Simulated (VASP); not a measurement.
Method: PBE GGA with D3 dispersion (Becke-Johnson damping), VASP's PBE PAW potentials (set 64) (plane waves; VASP).

A VASP calculation is set up with these files.

POSCAR:
```
SrTiO3
1
    3.9147366625    -0.0000000000     0.0000000000
   -0.0000000000     3.9147366625     0.0000000000
   -0.0000000000    -0.0000000000     3.9147366625
Sr Ti O
1 1 3
Direct
  0.5000000000   0.5000000000   0.5000000000
  0.0000000000   0.0000000000   0.0000000000
  0.5000000000   0.0000000000   0.0000000000
  0.0000000000   0.5000000000   0.0000000000
  0.0000000000   0.0000000000   0.5000000000
```

**INCAR**
```
! general
SYSTEM  = SrTiO3
PREC    = Accurate
ENCUT   = 520   ! plane-wave cut-off (eV)
LREAL   = F
LASPH   = T   ! aspherical one-centre terms
NBANDS  = 72

! electronic loop
EDIFF   = 1E-7   ! SCF stop (eV)
NELM    = 100
ALGO    = Normal
LMAXMIX = 4

! smearing
ISMEAR  = 0   ! Gaussian
SIGMA   = 0.01   ! width (eV)

! functional
GGA     = PE   ! PBE
IVDW    = 12   ! D3, Becke-Johnson

! output
LWAVE   = F
LCHARG  = F
NEDOS   = 1001

! other
LOPTICS = T
CSHIFT  = 0.1
```

**KPOINTS**
```
Automatic mesh
0
Gamma
10 10 10
0 0 0
```

POTCAR, in this order: Sr_sv Ti_sv O (PBE.64 set). Program: vasp_std.

The resulting files:

File OUTCAR:
```
 ion  position               nearest neighbor table
   1  0.500  0.500  0.500-   3 2.77   4 2.77   5 2.77   3 2.77   4 2.77   3 2.77   5 2.77   3 2.77
                             4 2.77   5 2.77   4 2.77   5 2.77   2 3.39   2 3.39   2 3.39   2 3.39
   2  0.000  0.000  0.000-   3 1.96   4 1.96   5 1.96   5 1.96   4 1.96   3 1.96   1 3.39   1 3.39
                             1 3.39   1 3.39   1 3.39   1 3.39   1 3.39   1 3.39
   3  0.500  0.000  0.000-   2 1.96   2 1.96   1 2.77   1 2.77   1 2.77   1 2.77
   4  0.000  0.500  0.000-   2 1.96   2 1.96   1 2.77   1 2.77   1 2.77   1 2.77
   5  0.000  0.000  0.500-   2 1.96   2 1.96   1 2.77   1 2.77   1 2.77   1 2.77
  LATTYP: Found a simple cubic cell.
 ALAT       =     3.9147366625
 Subroutine PRICEL returns:
 Original cell was already a primitive cell.
 Subroutine GETGRP returns: Found 48 space group operations
The static configuration has the point symmetry O_h .
The dynamic configuration has the point symmetry O_h .
 Subroutine INISYM returns: Found 48 space group operations
 Subroutine IBZKPT returns following result:
 Found     56 irreducible k-points:

 Following reciprocal coordinates:
            Coordinates               Weight
  0.000000  0.000000  0.000000      1.000000
  0.100000  0.000000  0.000000      6.000000
  0.200000  0.000000  0.000000      6.000000
  0.300000  0.000000  0.000000      6.000000
  0.400000  0.000000  0.000000      6.000000
  0.500000  0.000000  0.000000      3.000000
  0.100000  0.100000  0.000000     12.000000
  0.200000  0.100000  0.000000     24.000000
  0.300000  0.100000  0.000000     24.000000
  0.400000  0.100000  0.000000     24.000000
  0.500000  0.100000  0.000000     12.000000
  0.200000  0.200000  0.000000     12.000000
  0.300000  0.200000  0.000000     24.000000
  0.400000  0.200000  0.000000     24.000000
  0.500000  0.200000  0.000000     12.000000
  0.300000  0.300000  0.000000     12.000000
  0.400000  0.300000  0.000000     24.000000
  0.500000  0.300000  0.000000     12.000000
  0.400000  0.400000  0.000000     12.000000
...
```

### OSZICAR
```
       N       E                     dE             d eps       ncg     rms          rms(c)
DAV:   1     0.343006341905E+03    0.34301E+03   -0.15541E+04  8096   0.599E+02
DAV:   2    -0.208564740515E+02   -0.36386E+03   -0.33611E+03  8448   0.208E+02
DAV:   3    -0.494341042752E+02   -0.28578E+02   -0.27665E+02 10032   0.573E+01
DAV:   4    -0.503949230733E+02   -0.96082E+00   -0.95444E+00 10304   0.862E+00
DAV:   5    -0.504091418844E+02   -0.14219E-01   -0.14216E-01  9416   0.100E+00    0.270E+01
DAV:   6    -0.405228454388E+02    0.98863E+01   -0.10700E+01 10808   0.250E+01    0.158E+01
DAV:   7    -0.401876315364E+02    0.33521E+00   -0.30373E+00  9736   0.756E+00    0.100E+01
DAV:   8    -0.404142062738E+02   -0.22657E+00   -0.13107E+00  9864   0.648E+00    0.531E+00
DAV:   9    -0.400977015413E+02    0.31650E+00   -0.56371E-01  9336   0.359E+00    0.118E+00
DAV:  10    -0.400930849550E+02    0.46166E-02   -0.21742E-02 10256   0.600E-01    0.657E-01
DAV:  11    -0.400891427853E+02    0.39422E-02   -0.59097E-03 10768   0.410E-01    0.186E-01
DAV:  12    -0.400891444647E+02   -0.16794E-05   -0.89175E-04 10640   0.129E-01    0.376E-02
DAV:  13    -0.400891314524E+02    0.13012E-04   -0.10877E-04  9360   0.576E-02    0.146E-02
DAV:  14    -0.400891331914E+02   -0.17390E-05   -0.75168E-06 10472   0.126E-02    0.135E-02
DAV:  15    -0.400891320570E+02    0.11344E-05   -0.24278E-06  9576   0.103E-02    0.247E-03
DAV:  16    -0.400891319871E+02    0.69899E-07   -0.18794E-07  9896   0.179E-03
   1 F= -.41406500E+02 E0= -.41406500E+02  d E =-.152971E-72
 imaginary and real dielectric function
```

### OUTCAR
```
------------------------ aborting loop because EDIFF is reached ----------------------------------------
 Edisp (eV)   -1.31737
  FORCE on cell =-STRESS in cart. coord.  units (eV):
  Direction    XX          YY          ZZ          XY          YZ          ZX
  --------------------------------------------------------------------------------------
  Total      -0.00781    -0.00781    -0.00781    -0.00000     0.00000    -0.00000
  in kB      -0.20845    -0.20845    -0.20845    -0.00000     0.00000    -0.00000
  external pressure =       -0.21 kB  Pullay stress =        0.00 kB
  volume of cell :       59.99
      direct lattice vectors                 reciprocal lattice vectors
     3.914736663  0.000000000  0.000000000     0.255445024  0.000000000  0.000000000
     0.000000000  3.914736663  0.000000000     0.000000000  0.255445024  0.000000000
     0.000000000  0.000000000  3.914736663     0.000000000  0.000000000  0.255445024
 POSITION                                       TOTAL-FORCE (eV/Angst)
 -----------------------------------------------------------------------------------
      1.95737      1.95737      1.95737         0.000000      0.000000      0.000000
      0.00000      0.00000      0.00000         0.000000      0.000000      0.000000
      1.95737      0.00000      0.00000         0.000000      0.000000      0.000000
      0.00000      1.95737      0.00000         0.000000      0.000000      0.000000
      0.00000      0.00000      1.95737         0.000000      0.000000      0.000000
 -----------------------------------------------------------------------------------
    total drift:                               -0.000000     -0.000000      0.000000
  FREE ENERGIE OF THE ION-ELECTRON SYSTEM (eV)
  ---------------------------------------------------
  free  energy   TOTEN  =       -41.4064995906 eV

  energy  without entropy=      -41.4064995906  energy(sigma->0) =      -41.40649959

 plasma frequency squared (from intraband transitions) (eV^2)
  --------------------------------------------------------------------------------------
       0.000       0.000      -0.000
       0.000       0.000       0.000
      -0.000       0.000       0.000

 plasma frequency squared (from interband transitions, int dw w eps(2)(w)) (eV^2)
  --------------------------------------------------------------------------------------
     664.759       0.000      -0.000       0.000       0.000      -0.000
      -0.000      -0.000     664.759       0.000      -0.000       0.000
       0.000       0.000      -0.000      -0.000     664.759       0.000
```
(Selected blocks of OUTCAR.)

OUTCAR:
```
 val. band max:        4.1041972503   @ k =   0.5000   0.5000   0.5000

 cond. band min:       5.9466413688   @ k =   0.0000   0.0000   0.0000


 Fermi energy:         4.2293679162

 k-point     1 :       0.0000    0.0000    0.0000
  band No.  band energies     occupation
      1     -52.3906      2.00000
      2     -28.7086      2.00000
      3     -28.6321      2.00000
      4     -28.6321      2.00000
      5     -28.6321      2.00000
      6     -13.2969      2.00000
      7     -12.3193      2.00000
      8     -12.3193      2.00000
      9     -10.6980      2.00000
     10     -10.6980      2.00000
     11     -10.6980      2.00000
     12       1.2869      2.00000
     13       1.2869      2.00000
     14       1.2869      2.00000
     15       2.9471      2.00000
     16       2.9471      2.00000
     17       2.9471      2.00000
     18       3.7444      2.00000
     19       3.7444      2.00000
     20       3.7444      2.00000
     21       5.9466      0.00000
     22       5.9466      0.00000
     23       5.9466      0.00000
     24       8.3573      0.00000
     25       8.3573      0.00000
     26       9.4988      0.00000
     27       9.4988      0.00000
     28      10.2499      0.00000
     29      12.4441      0.00000
     30      12.4441      0.00000
     31      12.4441      0.00000
     32      19.7966      0.00000
     33      20.9868      0.00000
     34      20.9868      0.00000
     35      20.9868      0.00000
     36      24.8786      0.00000
     37      24.8786      0.00000
     38      25.3625      0.00000
     39      25.3625      0.00000
     40      25.3625      0.00000
     41      25.5206      0.00000
     42      26.8053      0.00000
     43      26.8053      0.00000
     44      26.8053      0.00000
     45      30.3008      0.00000
     46      30.3008      0.00000
     47      30.3008      0.00000
     48      34.1352      0.00000
     49      34.1352      0.00000
     50      34.1352      0.00000
     51      34.7819      0.00000
...
```

The dielectric response may not be converged in the k-mesh; for small gaps it tends to come out too large.

The structure comes from a measured SrTiO3 entry (Pm-3m) of the Crystallography Open Database, whose conditions weren't checked. It was relaxed first.
